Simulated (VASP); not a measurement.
## GW-BSE spectrum of LiF (Griceite)

Wanted: the lowest vertical excitons of LiF (Griceite) and its absorption. The cell is of the rock-salt type, one of the forms listed for this formula. The start is a cell from a database of measured crystal structures.

Main program and level: VASP 6.6.1; PBE; plane waves and PAW (F_GW, Li_GW), in the first sound run; inputs show where later runs differ.

## 1. Starting point

The structure is cubic, space group Fm-3m (No. 225). The conventional cell has a = 4.028 Å, b = 4.028 Å, c = 4.028 Å, α = 90.00°, β = 90.00°, γ = 90.00°. Nearest to F lie 6 Li at 2.01 Å. Li has 6 F at 2.01 Å nearest. Farther neighbours and most contacts between anions are not listed.

Coordinates:

```cif
data_structure
_symmetry_space_group_name_H-M 'Fm-3m'
_symmetry_Int_Tables_number 225
_cell_length_a 4.0280
_cell_length_b 4.0280
_cell_length_c 4.0280
_cell_angle_alpha 90.000
_cell_angle_beta 90.000
_cell_angle_gamma 90.000
_cell_volume 65.35
loop_
_atom_site_label
_atom_site_type_symbol
_atom_site_symmetry_multiplicity
_atom_site_Wyckoff_symbol
_atom_site_fract_x
_atom_site_fract_y
_atom_site_fract_z
_atom_site_occupancy
F1 F 4 b 0.50000 0.00000 0.00000 1
Li1 Li 4 a 0.00000 0.00000 0.00000 1
```

## 2. Ground state

The orbitals come from a self-consistent PBE run with a tight EDIFF and a narrow smearing. KPOINTS_OPT adds the bands along a path, which shows whether the mesh holds the band edges.

The input, INCAR:

```
SYSTEM = LiF
PREC = Accurate
ENCUT = 520
EDIFF = 1E-08
NELM = 100
ISMEAR = 0
SIGMA = 0.01
LREAL = .FALSE.
ALGO = Normal
GGA = PE
NBANDS = 10
LORBIT = 11
LWAVE = .TRUE.
LCHARG = .FALSE.
KPAR = 8
```

The input, POSCAR:

```
LiF
1.0
    0.0000000000      2.0140000000      2.0140000000
    2.0140000000      0.0000000000      2.0140000000
    2.0140000000      2.0140000000      0.0000000000
F Li
1 1
Direct
    0.5000000000      0.5000000000      0.5000000000
    0.0000000000      0.0000000000      0.0000000000
```

The input, KPOINTS:

```
Automatic mesh
0
Gamma
10 10 10
0 0 0
```

The input, KPOINTS_OPT:

```
Line mode
12
Line-mode
Reciprocal
  0.00000000   0.00000000   0.00000000 GAMMA
  0.50000000   0.00000000   0.50000000 X

  0.50000000   0.00000000   0.50000000 X
  0.50000000   0.25000000   0.75000000 W

  0.50000000   0.25000000   0.75000000 W
  0.37500000   0.37500000   0.75000000 K

  0.37500000   0.37500000   0.75000000 K
  0.00000000   0.00000000   0.00000000 GAMMA

  0.00000000   0.00000000   0.00000000 GAMMA
  0.50000000   0.50000000   0.50000000 L

  0.50000000   0.50000000   0.50000000 L
  0.62500000   0.25000000   0.62500000 U

  0.62500000   0.25000000   0.62500000 U
  0.50000000   0.25000000   0.75000000 W

  0.50000000   0.25000000   0.75000000 W
  0.50000000   0.50000000   0.50000000 L

  0.50000000   0.50000000   0.50000000 L
  0.37500000   0.37500000   0.75000000 K

  0.62500000   0.25000000   0.62500000 U
  0.50000000   0.00000000   0.50000000 X
```

PAW data sets: F_GW and Li_GW (PBE family, release 64).

On the command line:

```console
mpirun -np 8 vasp_std
```

Log:

```text
[banner, memory and clock lines left out]
running    8 mpi-ranks, on    1 nodes
 distrk:  each k-point on    1 cores,    8 groups
 distr:  one band on    1 cores,    1 groups

 POSCAR found type information on POSCAR F Li
 POSCAR found :  2 types and       2 ions
|                                                                             |
|           W    W    AA    RRRRR   N    N  II  N    N   GGGG   !!!           |
|           W    W   A  A   R    R  NN   N  II  NN   N  G    G  !!!           |
|           W    W  A    A  R    R  N N  N  II  N N  N  G       !!!           |
|           W WW W  AAAAAA  RRRRR   N  N N  II  N  N N  G  GGG   !            |
|           WW  WW  A    A  R   R   N   NN  II  N   NN  G    G                |
|           W    W  A    A  R    R  N    N  II  N    N   GGGG   !!!           |
|                                                                             |
|     For optimal performance we recommend to set                             |
|       NCORE = 2 up to number-of-cores-per-socket                            |
|     NCORE specifies how many cores store one orbital (NPAR=cpu/NCORE).      |
|     This setting can greatly improve the performance of VASP for DFT.       |
|     The default, NCORE=1 might be grossly inefficient on modern             |
|     multi-core architectures or massively parallel machines. Do your        |
|     Unfortunately you need to use the default for GW and RPA                |
|     calculations (for HF NCORE is supported but not extensively tested      |
|     yet).                                                                   |
|                                                                             |

 LDA part: xc-table for (Slater+PW92), standard interpolation
 POSCAR, INCAR and KPOINTS ok, starting setup
 FFT: planning ... GRIDC
 FFT: planning ... GRID_SOFT
 FFT: planning ... GRID
 WAVECAR not read
 entering main loop
       N       E                     dE             d eps       ncg     rms          rms(c)
DAV:   1     0.207103276911E+02    0.20710E+02   -0.53483E+03  1020   0.745E+02
DAV:   2    -0.951412624970E+01   -0.30224E+02   -0.29695E+02  1074   0.161E+02
DAV:   3    -0.100891171883E+02   -0.57499E+00   -0.57452E+00  1100   0.204E+01
DAV:   4    -0.100907542543E+02   -0.16371E-02   -0.16370E-02  1048   0.121E+00
DAV:   5    -0.100907612128E+02   -0.69585E-05   -0.69585E-05  1124   0.747E-02    0.436E+00
DAV:   6    -0.960516948232E+01    0.48559E+00   -0.26986E+00  1046   0.113E+01    0.147E+00
DAV:   7    -0.960850956792E+01   -0.33401E-02   -0.10626E-02  1046   0.114E+00    0.890E-01
DAV:   8    -0.961417268129E+01   -0.56631E-02   -0.12237E-02  1030   0.130E+00    0.892E-02
DAV:   9    -0.961432515938E+01   -0.15248E-03   -0.74913E-04  1118   0.211E-01    0.444E-02
DAV:  10    -0.961432528737E+01   -0.12799E-06   -0.20821E-04  1064   0.103E-01    0.201E-03
DAV:  11    -0.961432614573E+01   -0.85837E-06   -0.17710E-06  1098   0.136E-02    0.111E-03
DAV:  12    -0.961432616437E+01   -0.18633E-07   -0.67365E-08  1080   0.295E-03    0.388E-04
DAV:  13    -0.961432619166E+01   -0.27295E-07   -0.19726E-08   848   0.111E-03    0.195E-04
DAV:  14    -0.961432621881E+01   -0.27147E-07   -0.15329E-09   630   0.368E-04    0.240E-05
DAV:  15    -0.961432621924E+01   -0.43133E-09   -0.55529E-11   606   0.733E-05
   1 F= -.96143262E+01 E0= -.96143262E+01  d E =-.470939E-59
 Start KPOINTS_OPT (optional k-point list driver)
k-point batch [1-47\120]
       N       E                     dE             ncg
DAV:   1    -0.202859796229E+04   -0.16773E+05     1062
DAV:   2    -0.336397123056E+04   -0.13354E+04     1054
DAV:   3    -0.338992277585E+04   -0.25952E+02     1094
DAV:   4    -0.338999750307E+04   -0.74727E-01     1086
DAV:   5    -0.338999780466E+04   -0.30159E-03     1086
DAV:   6    -0.338999780629E+04   -0.16270E-05     1080
DAV:   7    -0.338999780630E+04   -0.10610E-07     1050
DAV:   8    -0.338999780630E+04   -0.11232E-09      794
[...]
k-point batch [95-120\120]
       N       E                     dE             ncg
DAV:   1     0.717686220070E+04   -0.10985E+05      584
DAV:   2     0.642274345413E+04   -0.75412E+03      584
DAV:   3     0.640681618106E+04   -0.15927E+02      596
DAV:   4     0.640676631623E+04   -0.49865E-01      588
DAV:   5     0.640676611534E+04   -0.20089E-03      600
DAV:   6     0.640676611431E+04   -0.10254E-05      596
DAV:   7     0.640676611431E+04   -0.61909E-08      580
 writing wavefunctions
```

Elapsed: 2.2 s, on 8 MPI ranks of AMD EPYC 9R45, shared host; peak memory 0.98 GiB; 14 s of CPU time.

Lines that name or quote the potential files are left out of all logs, and their timing lines are given in words.

OUTCAR, selected parts (step 2):

```text
ion  position               nearest neighbor table
   1  0.500  0.500  0.500-   2 2.01   2 2.01   2 2.01   2 2.01   2 2.01   2 2.01
   2  0.000  0.000  0.000-   1 2.01   1 2.01   1 2.01   1 2.01   1 2.01   1 2.01

  LATTYP: Found a face centered cubic cell.
 ALAT       =     4.0280000000

 Subroutine GETGRP returns: Found 48 space group operations
 (whereof 48 operations were pure point group operations)

The static configuration has the point symmetry O_h .

 Found     47 irreducible k-points:

   k-points           NKPTS =     47   k-points in BZ     NKDIM =     47   number of bands    NBANDS=     10

   dimension x,y,z NGX =    24 NGY =   24 NGZ =   24
   dimension x,y,z NGXF=    48 NGYF=   48 NGZF=   48

   ENCUT  =  520.0 eV  38.22 Ry    6.18 a.u.   5.30  5.30  5.30*2*pi/ulx,y,z

   NELECT =       8.0000    total number of electrons

 k-points in reciprocal lattice and weights: Automatic mesh
   0.00000000  0.00000000  0.00000000       0.001
   0.10000000  0.00000000  0.00000000       0.008
   0.20000000  0.00000000  0.00000000       0.008
   0.30000000  0.00000000  0.00000000       0.008
   0.40000000  0.00000000  0.00000000       0.008
   0.50000000  0.00000000  0.00000000       0.004
   0.10000000  0.10000000  0.00000000       0.006
   0.20000000  0.10000000  0.00000000       0.024
   0.30000000  0.10000000  0.00000000       0.024
[...]
-0.30000000  0.40000000  0.20000000       0.024
  -0.30000000  0.50000000  0.20000000       0.012

 average (electrostatic) potential at core
       1-114.5836       2  -3.4724

 E-fermi :  -3.0919

 k-point     1 :       0.0000    0.0000    0.0000
  band No.  band energies     occupation
      1     -23.2275      2.00000
      2      -3.2040      2.00000
      3      -3.2040      2.00000
      4      -3.2040      2.00000
      5       5.8446      0.00000
      6      20.7341      0.00000
      7      20.7341      0.00000
      8      20.7341      0.00000
      9      21.1179      0.00000
    ...

 k-point     2 :       0.1000    0.0000    0.0000
  band No.  band energies     occupation
      1     -23.1825      2.00000
      2      -3.4922      2.00000
      3      -3.2265      2.00000
      4      -3.2265      2.00000
      5       6.1394      0.00000
      6      18.0756      0.00000
      7      19.4886      0.00000
      8      19.4886      0.00000
      9      22.1600      0.00000
    ...

 k-point     3 :       0.2000    0.0000    0.0000
  band No.  band energies     occupation
      1     -23.0671      2.00000
      2      -4.1908      2.00000
      3      -3.2868      2.00000
      4      -3.2868      2.00000
      5       6.7962      0.00000
      6      15.6080      0.00000
      7      17.9981      0.00000
      8      17.9981      0.00000
      9      23.1991      0.00000
    ...

  Total       -0.0800192     -0.0800192     -0.0800192      0.0000000      0.0000000      0.0000000
  in kB       -7.8468698     -7.8468698     -7.8468698      0.0000000      0.0000000      0.0000000
  external PRESSURE =      -7.8468698 kB  Pullay stress =       0.0000000 kB

  energy-cutoff  :      520.00
  volume of cell :       16.34
      direct lattice vectors                 reciprocal lattice vectors
     0.000000000  2.014000000  2.014000000    -0.248262165  0.248262165  0.248262165
     2.014000000  0.000000000  2.014000000     0.248262165 -0.248262165  0.248262165
     2.014000000  2.014000000  0.000000000     0.248262165  0.248262165 -0.248262165

 POSITION                                       TOTAL-FORCE (eV/Angst)
 -----------------------------------------------------------------------------------
      2.01400      2.01400      2.01400         0.000000      0.000000      0.000000
      0.00000      0.00000      0.00000        -0.000000     -0.000000      0.000000
 -----------------------------------------------------------------------------------
    total drift:                               -0.000000     -0.000000      0.000000

  FREE ENERGIE OF THE ION-ELECTRON SYSTEM (eV)
  ---------------------------------------------------
  free  energy   TOTEN  =        -9.6143262192 eV

  energy  without entropy=       -9.6143262192  energy(sigma->0) =       -9.61432622

 total charge
# of ion       s       p       d       tot
------------------------------------------
    1        1.681   4.196   0.000   5.877
    2        0.117   0.250   0.096   0.463
--------------------------------------------------
tot          1.798   4.447   0.096   6.341

[... 3 further parts left out ...]
```

Numbers from this step:

```
free energy (TOTEN)               : -9.614 eV
Fermi energy                      : -3.092 eV
pressure                          : -0.7847 GPa
least gap on mesh and path        : 9.046 eV
least direct gap on mesh and path : 9.049 eV
```

The highest empty bands on the path are converged less tightly, to about 0.1 eV. The electronic bands at the labelled points (eV, zero at the valence-band top; v1 is the highest filled band, c1 the lowest empty one):

```tsv
point	v3	v2	v1	c1	c2
Γ	0.00	0.00	0.00	9.05	23.93
0.55 of the way	-1.66	-0.59	-0.59	11.76	18.35
X	-3.02	-1.01	-1.01	14.81	16.46
0.55 of the way	-2.71	-1.40	-0.89	14.84	15.62
W	-2.09	-2.09	-0.81	15.05	15.05
0.55 of the way	-2.42	-1.70	-0.78	14.73	14.92
K	-2.51	-1.57	-0.74	14.47	14.90
0.55 of the way	-1.37	-0.63	-0.07	10.79	17.40
Γ	0.00	0.00	0.00	9.05	23.93
0.45 of the way	-1.21	-0.11	-0.11	10.18	18.30
L	-2.54	-0.24	-0.24	10.76	16.71
0.45 of the way	-2.42	-0.93	-0.40	11.91	15.99
U	-2.51	-1.57	-0.74	14.47	14.90
0.45 of the way	-2.42	-1.70	-0.78	14.73	14.92
W	-2.09	-2.09	-0.81	15.05	15.05
0.45 of the way	-2.32	-1.37	-0.53	12.78	15.62
L	-2.54	-0.24	-0.24	10.76	16.71
0.45 of the way	-2.42	-0.93	-0.40	11.91	15.99
K	-2.51	-1.57	-0.74	14.47	14.90
jump to U	-2.51	-1.57	-0.74	14.47	14.90
0.55 of the way	-2.91	-1.16	-0.95	14.82	15.91
X	-3.02	-1.01	-1.01	14.81	16.46
```

Of the projections kept (F, Li), the largest for each band there; the rest of the weight can lie on other orbitals:

```tsv
point	v3	v2	v1	c1	c2
Γ	F 0.97	F 0.97	F 0.97	Li 0.72	Li 0.96
X	F 0.82	F 0.92	F 0.92	F 0.50	Li 1.00
W	F 0.86	F 0.86	F 0.93	Li 0.59	Li 0.59
K	F 0.84	F 0.89	F 0.93	Li 0.76	Li 0.54
Γ	F 0.97	F 0.97	F 0.97	Li 0.72	Li 0.96
L	F 0.85	F 0.95	F 0.95	Li 0.84	Li 0.52
```

The electronic bands as a text plot (rows in eV, shown from -3.0 to 14.9 only):

```
   14.5 |        ++++  +++                     ++  +          +++
   13.8 |       +                             +              +
   13.0 |      +          +                  +      +       +
   12.3 |     +            +                +        +     +
   11.5 |    +              ++             +          +   +
   10.8 |                     +       +++++            +++
   10.0 |  ++                  +     +
    9.3 |++                     +++++
    8.5 |
    7.8 |
    7.0 |
    6.3 |
    5.6 |
    4.8 |
    4.1 |
    3.3 |
    2.6 |
    1.8 |
    1.1 |
    0.3 |*                     *****
   -0.4 |******         ********** **************  ***********
   -1.2 |   *  *********    ***      *      **   **  **    ** ***
   -1.9 |    **      *********        **      *******        *
   -2.6 |      ******  ***              **********   ************
         Γ       X    W  K        Γ      L     U  W     L   K|U X
```

The cell has a gap of 9.05 eV on mesh and path.

## 3. Empty bands

The next step needs empty bands that the ground-state run didn't converge, so the Hamiltonian is diagonalised exactly for NBANDS bands, in a single step. LOPTICS writes the k-derivatives of the orbitals (WAVEDER), which give the long-wavelength limit of the screening.

The input, INCAR:

```
SYSTEM = LiF
PREC = Accurate
ENCUT = 520
ISMEAR = 0
SIGMA = 0.01
LREAL = .FALSE.
GGA = PE
NBANDS = 40
ALGO = Exact
NELM = 1
LWAVE = .TRUE.
LCHARG = .FALSE.
LOPTICS = .TRUE.
NEDOS = 1000
CSHIFT = 0.1
```

POSCAR is that of step 2.

KPOINTS is that of step 2.

On the command line:

```console
mpirun -np 8 vasp_std
```

Log:

```text
[banner, memory and clock lines left out]
running    8 mpi-ranks, on    1 nodes
 distrk:  each k-point on    8 cores,    1 groups
 distr:  one band on    1 cores,    8 groups

 POSCAR found type information on POSCAR F Li
 POSCAR found :  2 types and       2 ions
 [... a notice as in an earlier step ...]

 LDA part: xc-table for (Slater+PW92), standard interpolation
 found WAVECAR, reading the header
  number of bands has changed, file:    10 present:    40
  trying to continue reading WAVECAR, but it might fail
 POSCAR, INCAR and KPOINTS ok, starting setup
 FFT: planning ... GRIDC
 FFT: planning ... GRID_SOFT
 FFT: planning ... GRID
 reading WAVECAR
 random initialization beyond band           10
 the WAVECAR file was read successfully
 initial charge from wavefunction
 entering main loop
       N       E                     dE             d eps       ncg     rms          rms(c)
DIA:   1    -0.961432621884E+01   -0.96143E+01    0.00000E+00     0   0.000E+00
   1 F= -.96143262E+01 E0= -.96143262E+01  d E =-.540855E-41
 writing wavefunctions
 optical routines
 imaginary and real dielectric function
 recalculating local potential from charge density
 direction            1
 direction            2
 direction            3
```

Elapsed: 3 s, on 8 MPI ranks; peak memory 0.84 GiB; 21 s of CPU time.

From OUTCAR (step 3):

```text
The static configuration has the point symmetry O_h .

 Found     47 irreducible k-points:

   k-points           NKPTS =     47   k-points in BZ     NKDIM =     47   number of bands    NBANDS=     40

   NELECT =       8.0000    total number of electrons

 E-fermi :  -3.1123

  Total       -0.0800310     -0.0800310     -0.0800310      0.0000000      0.0000000     -0.0000000
  in kB       -7.8480236     -7.8480236     -7.8480236      0.0000000      0.0000000     -0.0000000
  external PRESSURE =      -7.8480236 kB  Pullay stress =       0.0000000 kB

  FREE ENERGIE OF THE ION-ELECTRON SYSTEM (eV)
  ---------------------------------------------------
  free  energy   TOTEN  =        -9.6143262188 eV

  energy  without entropy=       -9.6143262188  energy(sigma->0) =       -9.61432622

 plasma frequency squared (from intraband transitions) (eV^2)
  --------------------------------------------------------------------------------------
       0.000       0.000      -0.000
       0.000       0.000       0.000
      -0.000       0.000       0.000

[... 15 parts as in an earlier step ...]
```

The gap is read on the k-mesh alone, so it is an upper bound where the band edges lie off the mesh.

This step gave:

```yaml
gap_on_the_k_mesh: 9.049 eV
least_direct_gap_on_the_k_mesh: 9.049 eV
```

WAVECAR now holds 40 bands for 8 electrons. Its independent-particle dielectric tensor has xx, yy, zz = 2.0, 2.0, 2.0 on this mesh, which isn't tested for convergence in mesh or bands and lacks local fields.

(Continued in part 2 of 3.)

[Lines on the potential files, build, host, timing and source positions are cut from VASP's logs without a mark.]

[Logs are printed without paths, hosts, clocks, repeated set-up lines and the standing remarks that a program may print on its own settings, such as how far it seeks lower states.]

[Hosts, paths, dates, database ids (printed as entryN), source tags and the programs' standing remarks are cut or masked in the printed files.]

[Pressures printed for these runs are not shown converged in the cutoff: they can be off by several GPa and have the wrong sign.]
